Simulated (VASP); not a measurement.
An input for Quantum ESPRESSO's pw.x (written as the equivalent of a VASP run, and not itself run):

```
&CONTROL
  calculation = 'vc-relax'
  pseudo_dir = './pseudo'
  outdir = './out'
  tprnfor = .true.
  tstress = .true.
  nstep = 60
  forc_conv_thr = 0.00078
/
&SYSTEM
  ibrav = 0
  nat = 3
  ntyp = 2
  ecutwfc = 80
  occupations = 'smearing'
  smearing = 'methfessel-paxton'
  degauss = 0.00735
  input_dft = 'pbe'
  vdw_corr = 'grimme-d3'
  dftd3_version = 3
  dftd3_threebody = .false.
/
&ELECTRONS
  conv_thr = 7.3e-08
  electron_maxstep = 100
/
&IONS
/
&CELL
/
ATOMIC_SPECIES
  Si 28.085 Si.upf
  Mo 95.950 Mo.upf
CELL_PARAMETERS angstrom
    -1.5965095    1.5965095    3.9039205
     1.5965095   -1.5965095    3.9039205
     1.5965095    1.5965095   -3.9039205
ATOMIC_POSITIONS crystal
  Si   0.6649495  0.6649495  0.0000000
  Si   0.3350505  0.3350505  0.0000000
  Mo   0.0000000  0.0000000  0.0000000
K_POINTS automatic
  12 12 12 0 0 0
```

### Question
Translate this input to VASP (INCAR, KPOINTS, POSCAR, choice of POTCAR).

### Answer
This is not unique; one that fits is 
**KPOINTS**
```
Automatic mesh
0
Gamma
12 12 12
0 0 0
```

File POSCAR:
```
MoSi2
1
   -1.5965095021     1.5965095021     3.9039204975
    1.5965095021    -1.5965095021     3.9039204975
    1.5965095021     1.5965095021    -3.9039204975
Si Mo
2 1
Direct
  0.6649494999   0.6649494999   0.0000000000
  0.3350505001   0.3350505001   0.0000000000
  0.0000000000   0.0000000000   0.0000000000
```

### INCAR
```
ALGO=Normal
EDIFF=1E-6
EDIFFG=-0.02
ENCUT=520
GGA=PE
IBRION=2
ISIF=3
ISMEAR=1
IVDW=11
LASPH=.TRUE.
LCHARG=.FALSE.
LMAXMIX=4
LREAL=.FALSE.
LWAVE=.FALSE.
NELM=100
NSW=60
PREC=Accurate
SIGMA=0.1
SYSTEM=MoSi2
```

POTCAR, in this order: Si Mo_sv (PBE.64 set). Program: vasp_std.

Limits of the translation: the potentials are each code's own (VASP's PAW set, PseudoDojo norm-conserving files in pw.x), so ENCUT and ecutwfc are chosen apart and not converted; conv_thr bounds pw.x's estimated SCF error, while EDIFF bounds the energy change between steps; forc_conv_thr acts on force components and is met together with etot_conv_thr.

The compound is MoSi2 in the MoSi2 type structure. This run relaxes it. Symmetry was kept, so distortions that lower it aren't found. The start is the result of an earlier pass.
